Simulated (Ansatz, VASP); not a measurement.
# In2TeS (In2STe, 1 layer): VASP beside Ansatz

Aim: how closely do two programs agree when they are given the same cell, functional and k mesh? Of the first pair: The structure shown is the start of the Ansatz relaxation below; VASP solves that cell, so the two are compared at the walk's first step.

Calculated with Ansatz 0.2.0; plane waves, with VASP 6.6.1 beside it; single point at PBE.

## Step 1: The structure

The cell holds 4 atoms: 1 Te, 2 In and 1 S. Cell: a = 4.157 Å, b = 4.157 Å, c = 22.038 Å, α = 90.0°, β = 90.0°, γ = 120.0°. Vacuum lies along c.

## Step 2: Ansatz: relaxation, PBE

Ansatz runs on its default PAW (the set named soft_2) files.

The two programs are compared at the cell with which this relaxation starts, whose forces are those of its first step.

input.yaml reads:

```yaml
crystal:
  lattice:
    - [4.1574, 0.0, 0.0]
    - [-2.0787, 3.6004140137, 0.0]
    - [0.0, 0.0, 22.0382444634]
  atoms:
    - { symbol: Te, position: [0.3333333333, 0.6666666667, 0.3856931533] }
    - { symbol: In, position: [0.0, 0.0, 0.4537199636] }
    - { symbol: In, position: [0.0, 0.0, 0.5825868524] }
    - { symbol: S, position: [0.3333333333, 0.6666666667, 0.6143068467] }
kpoints:
  mp_grid: { grid: [6, 6, 1] }
hamiltonian:
  xc: pbe
scf:
  occupations: { method: fermi_dirac, width: 0.05 }
  convergence: { dr2_threshold: 1.0e-08 }
efield:
  axis: 3
  dipole_correction: true
  ramp_position: 0.97
  ramp_width: 0.04
relax:
  f_tol: 0.01
  cell: { fix: [c, alpha, beta] }
output:
  write_potential: true
  write_density: true
  volumetric_format: npy
```

The run is started by

```
ansatz run input.yaml --threads 4 --pin off --max-ram 8192MiB --backend cpu --events-out ev --progress --plain --runs-dir out
```

Numbers of over 12 decimals in the logs are rounded to 6 here.

Output:

```text
Warning: relax.cell: scf.convergence.dr2_threshold = 1e-8 eV is looser than the 4e-10 eV advised for a relaxation that steers and ends on the stress (1e-10 eV for each atom of the cell: 4). What an SCF threshold leaves in a stress goes as its square root, and in the free energy as the threshold itself, and one threshold admits the most on a small cell: [figures from the program's tests cut] Set scf.convergence.dr2_threshold to 4e-10 eV or tighter. The threshold is an SCF's pass mark: one that does not reach it within its budget of iterations ends unconverged, or closes short of it on a stop that the run arms, and scf.convergence.dr2_threshold's page says what that costs each kind of run
Engine: ansatz 0.2.0, aarch64-unknown-linux-gnu
Pseudopotentials: kind: paw
Pseudopotential: Te, paw, valence charge 16, recommended cutoff 420 eV (normal), Te.paw.azcp
Pseudopotential: In, paw, valence charge 13, recommended cutoff 420 eV (normal), In.paw.azcp
Pseudopotential: S, paw, valence charge 6, recommended cutoff 420 eV (normal), S.paw.azcp
Functional definition: PBE
  parameter kappa = 0.804
  parameter beta = 0.066725
  exchange = pbe_x(kappa = kappa, mu = beta*pi^2/3)
  correlation = pbe_c(beta = beta)
Crystal: 4 atoms, lattice volume = 329.876 Å³
Basis set: ecut = 420 eV, 6355 PW (Γ), exchange–correlation on 60×60×300 points (8 copies of the dense FFT grid, shifted against one another)
Bands: 29, of which v1, the nominal top of the filled ones, is band 24 counted from 1 (23 counted from 0)
Symmetry: 6 space group operations
Space group: P3m1 (ITA 156), of the structure as read, at distance tolerance 6.9e-5 Å
k-points: 7 of 36 (time reversal used)
Non-local potential: Te, projectors of the file, l = 0: 2, l = 1: 2, l = 2: 2, l = 3: 2
Non-local potential: In, projectors of the file, l = 0: 2, l = 1: 2, l = 2: 2, l = 3: 2
Non-local potential: S, projectors of the file, l = 0: 2, l = 1: 2, l = 2: 2
PAW form: soft (Blöchl's): semilocal exchange-correlation on the pseudo side does not see the compensation charge
PAW one-centre angular grid: Te, 590 points (default); XC on 64 Gauss nodes
PAW one-centre angular grid: In, 590 points (default); XC on 64 Gauss nodes
PAW one-centre angular grid: S, 110 points (default); XC on 64 Gauss nodes
Initial density: superposition of atomic densities (neutral atoms: chi_scale 0, normalization atom), corrected by the library's trained network
Initial wavefunctions: pseudopotential atomic-orbital guess
Functional: x = pbe(κ = 0.804, μ = 0.219515), c = pbe(β = 0.066725)
SCF iter   1: F=—  HF=-19079.042141 eV  |F-HF|=—  |Δ(HF+E_count)|=         —  Δρ=9.90e-4  dr2=6.79e-3  ethr=1.77e-3  p=0.026 e·Å  D=1.42e-2 V/Å  ΔV_dip=-0.31 eV  dr2_dipole=6.12e-4  V_vac-E_F(+/−)=4.50/4.81 eV  ⟨swp⟩=7.9  Hψ=1066  notcnv=0
efield: sawtooth ramp at fractional position 0.9700 (set: `efield.ramp_position`, or a place that a band, a saddle search or an elastic batch's reference lends), width 0.0400; the density the first Hamiltonian is built on has a dipole p = 0.026 e·Å; the dipole correction subtracts the counter field D = 1.42e-2 V/Å, which shifts the + side's vacuum level by -0.31 eV against the − side's; the planar-averaged density in the ramp window peaks in size at 5.5e-6 e/Å³
preconditioner: auto → Resta (q_TF=auto, 1.979 Å⁻¹)  ε∞=1.9  [insulator: Δε(μ)=0.616 eV  Ē_g=13.274 eV  σ=0.050 eV  W_gap=1.00  n_scr=54 (ndim 8)  ℏωp=12.6 eV  f_vac=0.609  D(μ)=0.01/eV (n_scr^D=0)  ε∞_Penn≈1.9  vacuum switching on, ρ_ref=1.3e-2 e/Å³]
SCF iter   2: F=—  HF=-19079.044572 eV  |F-HF|=—  |Δ(HF+E_count)|=   2.43e-3  Δρ=7.00e-4  dr2=9.45e-3  ethr=1.41e-5  p=0.038 e·Å  D=2.08e-2 V/Å  ΔV_dip=-0.46 eV  dr2_dipole=3.60e-3  V_vac-E_F(+/−)=4.45/4.91 eV  ⟨swp⟩=3.6  Hψ=545  notcnv=0  defer=3
SCF iter   3: F=—  HF=-19079.044667 eV  |F-HF|=—  |Δ(HF+E_count)|=   9.46e-5  Δρ=4.31e-4  dr2=6.29e-3  ethr=1.41e-5  p=0.018 e·Å  D=1.01e-2 V/Å  ΔV_dip=-0.22 eV  dr2_dipole=2.05e-3  V_vac-E_F(+/−)=4.61/4.83 eV  ⟨swp⟩=2.4  Hψ=260  notcnv=0  defer=3
SCF iter   4: F=—  HF=-19079.044733 eV  |F-HF|=—  |Δ(HF+E_count)|=   6.59e-5  Δρ=1.93e-4  dr2=7.92e-4  ethr=1.31e-5  p=0.022 e·Å  D=1.23e-2 V/Å  ΔV_dip=-0.27 eV  dr2_dipole=2.00e-4  V_vac-E_F(+/−)=4.59/4.86 eV  ⟨swp⟩=1.6  Hψ=217  notcnv=0  defer=3
SCF iter   5: F=—  HF=-19079.044900 eV  |F-HF|=—  |Δ(HF+E_count)|=   1.67e-4  Δρ=6.55e-5  dr2=4.72e-5  ethr=1.65e-6  p=0.023 e·Å  D=1.28e-2 V/Å  ΔV_dip=-0.28 eV  dr2_dipole=9.57e-6  V_vac-E_F(+/−)=4.60/4.88 eV  ⟨swp⟩=2.1  Hψ=234  notcnv=0  defer=3
[...]
iter 1 solved again at ethr=5.31e-7 eV; its pass at ethr=3.10e-3 eV (dr2=2.55e-4 eV) is discarded
SCF iter   1: F=—  HF=-19079.272923 eV  |F-HF|=—  |Δ(HF+E_count)|=         —  Δρ=3.46e-5  dr2=9.76e-8  ethr=5.31e-7  p=-0.043 e·Å  D=-2.36e-2 V/Å  ΔV_dip=0.52 eV  dr2_dipole=1.92e-10  V_vac-E_F(+/−)=5.29/4.77 eV  ⟨swp⟩=3.1  Hψ=1578  notcnv=0
efield: sawtooth ramp at fractional position 0.9700 (set: `efield.ramp_position`, or a place that a band, a saddle search or an elastic batch's reference lends), width 0.0400; the density the first Hamiltonian is built on has a dipole p = -0.043 e·Å; the dipole correction subtracts the counter field D = -2.36e-2 V/Å, which shifts the + side's vacuum level by +0.52 eV against the − side's; the planar-averaged density in the ramp window peaks in size at 2.2e-6 e/Å³
eigensolver tolerance schedule: the retry pair's looser diagonalisation over-reported the residual by 2610.14 of it (diagonalisation noise at 0.81 of the residual, at the tolerance the schedule requests for it); recorded, not acted on — ethr = c·dr2/N_el stays at c = 1.0e-1
preconditioner: auto → Resta (q_TF=auto, 1.977 Å⁻¹)  ε∞=1.9  [insulator: Δε(μ)=0.897 eV  Ē_g=13.087 eV  σ=0.050 eV  W_gap=1.00  n_scr=54 (ndim 8)  ℏωp=12.6 eV  f_vac=0.600  D(μ)=0.00/eV (n_scr^D=0)  ε∞_Penn≈1.9  vacuum switching on, ρ_ref=1.2e-2 e/Å³]
SCF iter   2: F=—  HF=-19079.273192 eV  |F-HF|=—  |Δ(HF+E_count)|=   2.69e-4  Δρ=1.73e-5  dr2=2.97e-8  ethr=2.03e-10  p=-0.043 e·Å  D=-2.36e-2 V/Å  ΔV_dip=0.52 eV  dr2_dipole=1.31e-9  V_vac-E_F(+/−)=5.29/4.77 eV  ⟨swp⟩=3.0  Hψ=495  notcnv=0
SCF iter   3: F=—  HF=-19079.273376 eV  |F-HF|=—  |Δ(HF+E_count)|=   1.84e-4  Δρ=4.51e-6  dr2=6.65e-8  ethr=2.08e-11  p=-0.043 e·Å  D=-2.36e-2 V/Å  ΔV_dip=0.52 eV  dr2_dipole=2.26e-8  V_vac-E_F(+/−)=5.29/4.77 eV  ⟨swp⟩=14.9  Hψ=1621  notcnv=0  recentre
SCF iter   4: F=—  HF=-19079.273399 eV  |F-HF|=—  |Δ(HF+E_count)|=   2.26e-5  Δρ=1.46e-6  dr2=1.23e-8  ethr=6.18e-11  p=-0.043 e·Å  D=-2.36e-2 V/Å  ΔV_dip=0.52 eV  dr2_dipole=4.56e-9  V_vac-E_F(+/−)=5.29/4.77 eV  ⟨swp⟩=2.6  Hψ=256  notcnv=0
SCF iter   5: F=-19079.273404 eV  HF=-19079.273402 eV  |F-HF|=1.48e-6  |Δ(HF+E_count)|=   3.36e-6  Δρ=6.17e-7  dr2=5.11e-10  ethr=2.08e-11  p=-0.043 e·Å  D=-2.36e-2 V/Å  ΔV_dip=0.52 eV  dr2_dipole=1.26e-11  V_vac-E_F(+/−)=5.29/4.77 eV  ⟨swp⟩=10.0  Hψ=1252  notcnv=0
SCF 6 converged in 5 iterations: F = -19079.273404 eV  dr2 = 5.11e-10
relax step   6: F+E_penalty+E_count = -19079.27340385 eV  Δ(F+E_penalty+E_count) = -1.010e-4 eV  max|allowed force component| = 6.670e-3 eV/Å  Δτ_max = 0.0000 Å  P = -0.013 GPa  Ω = 331.130 Å³  fix = [c, alpha, beta]  reactions: c +0.001 GPa  stress off target by 2.03e-2 GPa on what of the cell is left free  SCF on the basis re-selected at this cell (its energy is not comparable with the rows above)  (5 SCF iters)
basis re-selected at this cell: Δ(F+E_penalty+E_count) = -1.010e-4 eV, ΔP = -0.001 GPa vs the last step (what re-selecting the basis moved, of the pressure what is left beyond the Pulay correction that the steps carried, after the strain that the cell walked since its last selection, with what the two solves' SCF thresholds leave and, on support functions, any second-order correction that the steps lacked; it is no m [...]
WARN: The output density's exchange-correlation potential varies sharply where the density is thin. Do not read a vacuum level from v_tot or v_xc, or from such a field of the output density. On a cell that repeats whose density bears no net charge and no dipole along the vacuum's axis use v_es (v_loc + v_h of the components); under efield.dipole_correction with no amplitude use v_es + v_field, which holds any externa [...]
SCF converged after 5 iterations
Free energy (F): -19079.273404 eV
Harris-Foulkes:  -19079.273402 eV  (|F-HF|=1.48e-6)
Internal energy: -19079.273394 eV  (E = F + TS)
E sigma→0 (E₀):  -19079.273399 eV
Entropy (-TS):   -0.000010 eV (-0.003 meV/atom)
Fermi energy:    -0.546176 eV
Dipole field:    D = -0.023600 V/Å  (p = -0.043187 e·Å, saw-weighted, corrected)
Work function:   Φ+ = 5.2947 eV   Φ− = 4.7746 eV
Levels:          The Fermi level and band energies are counted from a zero that moves with the ramp; work functions are not
--- Per-component energies (eV) ---
  E_band       = -773.190877
  E_kinetic    = 770.104783
  E_local      = -27079.224009  (includes V_loc(G=0)·N_el)
  E_nonlocal   = 452.800325
  E_hartree    = 13231.575591
  E_xc         = -650.231632
  E_vxc        = -387.669981  (∫ρ·V_xc dr)
  E_paw        = -13572.811239  (= ΣΔE_a)
  E_vpaw       = -992.212683  (= ΣTr[D̂ρ^β])
  E_aug_tail   = -0.000136  (compensation charges beyond the density's cutoff)
  E_efield     = 0.000510  (sawtooth field / dipole correction)
  E_vefield    = -0.143283  (∫n·V_field dr)
  E_ewald      = 7768.512412
  E_smearing   = -0.000010  (= −TS)
  E_closure    = -0.000000  (closes the sum)
  Σ components = -19079.273404   (vs F -19079.273404, Δ=0.00e0)
--- Forces (eV/Å), atoms counted from 1 ---
  atom   1  Te     0.00000000    -0.00000000    -0.00047294
  atom   2  In    -0.00000000     0.00000000    -0.00188632
  atom   3  In     0.00000000     0.00000000     0.00667068
  atom   4  S      0.00000000    -0.00000000    -0.00431009
  max |Σ_I F_I| component: 1.34e-6 eV/Å
--- Stress (GPa, compression-positive) ---
       -0.020256       0.000000       0.000000
        0.000000      -0.020256      -0.000000
        0.000000      -0.000000       0.001328
  P = ⅓ Tr σ = -0.0131 GPa (-0.131 kbar)
--- Band table (eV; the first three rows and the last of 7) ---
  k-point 0: bands = [... 20 lower, -2.6481, -1.4684, -1.0119, -1.0119, -0.1154, 1.7000, 3.1922, 3.1922, ... 1 higher]
  k-point 1: bands = [... 20 lower, -2.8730, -2.3819, -1.3758, -1.3418, 0.6714, 1.9806, 2.9102, 3.4692, ... 1 higher]
  k-point 2: bands = [... 20 lower, -3.2665, -2.9278, -1.9452, -1.6776, 0.7531, 1.2510, 2.8768, 3.2673, ... 1 higher]
  k-point 6: bands = [... 20 lower, -3.8743, -3.0041, -2.4587, -2.4128, 1.1930, 1.4096, 2.7654, 3.6601, ... 1 higher]
--- Relaxed structure (5 steps of the walk, 5 accepted, 1 SCFs on fresh bases) ---
  F+E_penalty+E_count = -19079.27340385 eV   max|allowed force component| = 6.670e-3 eV/Å   (the final SCF, on the basis selected at the relaxed cell)
  cell:  # Å, volume = 331.1298 Å³
    - [4.165291, 5.840441611283311e-19, 0]
    - [-2.082645, 3.607248, 0]
    - [0, 0, 22.0382444634]
  atoms:
    - { symbol: Te, position: [0.333333, 0.666667, 0.382392] }
    - { symbol: In, position: [0, -3.7007434155248937e-17, 0.450248] }
    - { symbol: In, position: [0, -3.700743415524894e-17, 0.578436] }
    - { symbol: S, position: [0.333333, 0.666667, 0.625230] }
```

## Step 3: VASP: single point, PBE, start cell, pair 1

The same cell, functional, mesh and smearing now go to VASP, with its own data sets.

Lines of VASP's logs that name or quote its potential files are left out, and so is its time.

INCAR reads:

```
SYSTEM = In2TeS
PREC = Accurate
ENCUT = 400
EDIFF = 1E-06
NELM = 120
ISMEAR = -1
SIGMA = 0.05
LREAL = .FALSE.
ALGO = Normal
GGA = PE
NBANDS = 25
LORBIT = 11
LWAVE = .FALSE.
LCHARG = .FALSE.
ISIF = 2
LDIPOL = .TRUE.
IDIPOL = 3
DIPOL = 0.5 0.5 0.51
LVHAR = .TRUE.
LASPH = .TRUE.
GGA_COMPAT = .FALSE.
EFERMI = MIDGAP
NELMDL = -8
```

POSCAR reads:

```
In2TeS
1.0
    4.1574000000      0.0000000000      0.0000000000
   -2.0787000000      3.6004140000      0.0000000000
    0.0000000000      0.0000000000     22.0382440000
Te In S
1 2 1
Direct
    0.3333333333      0.6666666667      0.3856931614
    1.0000000000      0.0000000000      0.4537199516
    1.0000000000      0.0000000000      0.5825868431
    0.3333333333      0.6666666667      0.6143068386
```

KPOINTS reads:

```
Automatic mesh
0
Gamma
6 6 1
0 0 0
```

The projector-augmented-wave data sets are Te, In_d and S (PBE family, release 64).

The run is started by

```
mpirun -np 1 vasp_std
```

Output:

```text
[banner, memory and clock lines left out]
running    1 mpi-ranks, on    1 nodes
 distrk:  each k-point on    1 cores,    1 groups
 distr:  one band on    1 cores,    1 groups

 POSCAR found type information on POSCAR TeInS
 POSCAR found :  3 types and       4 ions
 LDA part: xc-table for (Slater+PW92), standard interpolation
 POSCAR, INCAR and KPOINTS ok, starting setup
 FFT: planning ... GRIDC
 FFT: planning ... GRID_SOFT
 FFT: planning ... GRID
 WAVECAR not read
 entering main loop
       N       E                     dE             d eps       ncg     rms          rms(c)
DAV:   1     0.287999594736E+03    0.28800E+03   -0.14040E+04   374   0.104E+03
DAV:   2     0.166982238948E+02   -0.27130E+03   -0.26653E+03   403   0.289E+02
DAV:   3    -0.135662478225E+02   -0.30264E+02   -0.30140E+02   490   0.126E+02
DAV:   4    -0.142906435729E+02   -0.72440E+00   -0.72375E+00   428   0.245E+01
DAV:   5    -0.143227952199E+02   -0.32152E-01   -0.32148E-01   531   0.427E+00
DAV:   6    -0.143237865000E+02   -0.99128E-03   -0.99127E-03   500   0.671E-01
DAV:   7    -0.143238086832E+02   -0.22183E-04   -0.22183E-04   548   0.102E-01
DAV:   8    -0.143238094710E+02   -0.78783E-06   -0.78786E-06   484   0.193E-02    0.885E+00
DAV:   9    -0.137339240491E+02    0.58989E+00   -0.10867E+00   513   0.198E+01    0.575E+00
DAV:  10    -0.137182263802E+02    0.15698E-01   -0.93942E-01   587   0.952E+00    0.140E+00
DAV:  11    -0.137015194670E+02    0.16707E-01   -0.14841E-01   536   0.492E+00    0.134E+00
DAV:  12    -0.137025754600E+02   -0.10560E-02   -0.11791E-02   442   0.661E-01    0.766E-01
DAV:  13    -0.137028326166E+02   -0.25716E-03   -0.20165E-03   554   0.398E-01    0.334E-01
DAV:  14    -0.137028257151E+02    0.69016E-05   -0.64971E-04   476   0.238E-01    0.158E-01
[...]
DAV:  21    -0.137031173407E+02   -0.16780E-04   -0.15036E-06   333   0.672E-03    0.621E-03
DAV:  22    -0.137031247367E+02   -0.73960E-05   -0.35375E-07   296   0.376E-03    0.487E-03
DAV:  23    -0.137031335399E+02   -0.88032E-05   -0.23303E-07   286   0.386E-03    0.132E-03
DAV:  24    -0.137031395507E+02   -0.60108E-05   -0.22901E-07   288   0.221E-03    0.222E-03
DAV:  25    -0.137031446692E+02   -0.51184E-05   -0.13910E-07   295   0.161E-03    0.196E-03
DAV:  26    -0.137031469125E+02   -0.22433E-05   -0.97303E-08   296   0.137E-03    0.119E-03
DAV:  27    -0.137031479721E+02   -0.10596E-05   -0.33692E-08   288   0.762E-04    0.403E-04
DAV:  28    -0.137031485366E+02   -0.56448E-06   -0.17529E-08   264   0.966E-04
   1 F= -.13703149E+02 E0= -.13703064E+02  d E =-.168747E-03
```

OUTCAR, selected parts (step 3):

```text
ion  position               nearest neighbor table
   1  0.333  0.667  0.386-   2 2.83   2 2.83   2 2.83
   2  0.000  0.000  0.454-   1 2.83   1 2.83   1 2.83   3 2.84
   3  0.000  0.000  0.583-   4 2.50   4 2.50   4 2.50   2 2.84
   4  0.333  0.667  0.614-   3 2.50   3 2.50   3 2.50

  LATTYP: Found a hexagonal cell.
 ALAT       =     4.1574000000
 C/A-ratio  =     5.3009679126

 Subroutine GETGRP returns: Found  6 space group operations
 (whereof  6 operations were pure point group operations)

The static configuration has the point symmetry C_3v.

 Found      7 irreducible k-points:

   k-points           NKPTS =      7   k-points in BZ     NKDIM =      7   number of bands    NBANDS=     25

   dimension x,y,z NGX =    28 NGY =   28 NGZ =  144
   dimension x,y,z NGXF=    56 NGYF=   56 NGZF=  288

   ENCUT  =  400.0 eV  29.40 Ry    5.42 a.u.   6.78  6.78 35.94*2*pi/ulx,y,z

   NELECT =      38.0000    total number of electrons

 k-points in reciprocal lattice and weights: Automatic mesh
   0.00000000  0.00000000  0.00000000       0.028
   0.16666667 -0.00000000  0.00000000       0.167
   0.33333333  0.00000000  0.00000000       0.167
   0.50000000  0.00000000  0.00000000       0.083
   0.16666667  0.16666667  0.00000000       0.167
   0.33333333  0.16666667  0.00000000       0.333
   0.33333333  0.33333333  0.00000000       0.056

 dipolmoment           0.000000      0.000000     -0.025054 electrons x Angstroem

 average (electrostatic) potential at core
       1 -95.0823       2-102.2261       3-102.9433       4 -93.1294

 E-fermi :  -1.1172

 k-point     1 :       0.0000    0.0000    0.0000
  band No.  band energies     occupation
    ...
     15      -3.9775      2.00000
     16      -3.9775      2.00000
     17      -2.4137      2.00000
     18      -1.4222      1.99552
     19      -1.4222      1.99552
     20      -0.8471      0.00898
     21       1.3413      0.00000
     22       2.3774      0.00000
     23       2.3774      0.00000
     24       2.9714      0.00000
    ...

 k-point     2 :       0.1667   -0.0000    0.0000
  band No.  band energies     occupation
    ...
     15      -4.3335      2.00000
     16      -4.2555      2.00000
     17      -2.8128      2.00000
     18      -1.8566      2.00000
     19      -1.7897      2.00000
     20      -0.2459      0.00000
     21       1.4761      0.00000
     22       2.2951      0.00000
     23       2.8507      0.00000
     24       3.0311      0.00000
    ...

 k-point     3 :       0.3333    0.0000    0.0000
  band No.  band energies     occupation
    ...
     15      -4.7311      2.00000
     16      -4.5693      2.00000
     17      -3.4927      2.00000
     18      -2.3646      2.00000
     19      -2.0827      2.00000
     20      -0.1190      0.00000
     21       0.8718      0.00000
     22       2.2360      0.00000
     23       3.0167      0.00000
     24       3.3027      0.00000
    ...

  Total        2.7251463      2.7251463      0.8963432      0.0000000      0.0000000      0.0000000
  in kB       13.2357684     13.2357683      4.3534512      0.0000000      0.0000000      0.0000000
  external PRESSURE =      10.2749960 kB  Pullay stress =       0.0000000 kB

  energy-cutoff  :      400.00
  volume of cell :      329.88
      direct lattice vectors                 reciprocal lattice vectors
     4.157400000  0.000000000  0.000000000     0.240534950  0.138872919  0.000000000
    -2.078700000  3.600414000  0.000000000     0.000000000  0.277745837  0.000000000
     0.000000000  0.000000000 22.038244000     0.000000000  0.000000000  0.045375666

 POSITION                                       TOTAL-FORCE (eV/Angst)
 -----------------------------------------------------------------------------------
     -0.00000      2.40028      8.50000         0.000000      0.000000     -0.003906
      0.00000      0.00000      9.99919        -0.000000      0.000000     -0.017659
      0.00000      0.00000     12.83919        -0.000000      0.000000     -1.224873
     -0.00000      2.40028     13.53824        -0.000000      0.000000      1.246438
 -----------------------------------------------------------------------------------
    total drift:                                0.000000     -0.000001     -0.000650

  FREE ENERGIE OF THE ION-ELECTRON SYSTEM (eV)
  ---------------------------------------------------
  free  energy   TOTEN  =       -13.7031485366 eV

  energy  without entropy=      -13.7029797891  energy(sigma->0) =      -13.70306416

 vacuum level on the upper side and lower side of the slab         3.472         3.775

 total charge
# of ion       s       p       d       tot
------------------------------------------
    1        1.383   2.007   0.023   3.413
    2        0.888   0.663   9.867  11.418
    3        0.848   0.644   9.905  11.397
    4        1.338   2.395   0.000   3.733
--------------------------------------------------
tot          4.458   5.709  19.795  29.961

[... 3 further parts left out ...]
```

(Continued in part 2 of 2.)

[Lines on the potential files, build, host, timing and source positions are cut from VASP's logs without a mark.]

[Logs are printed without paths, hosts, clocks, repeated set-up lines and the standing remarks that a program may print on its own settings, such as how far it seeks lower states.]

[Hosts, paths, dates, database ids (printed as entryN), source tags and the programs' standing remarks are cut or masked in the printed files.]
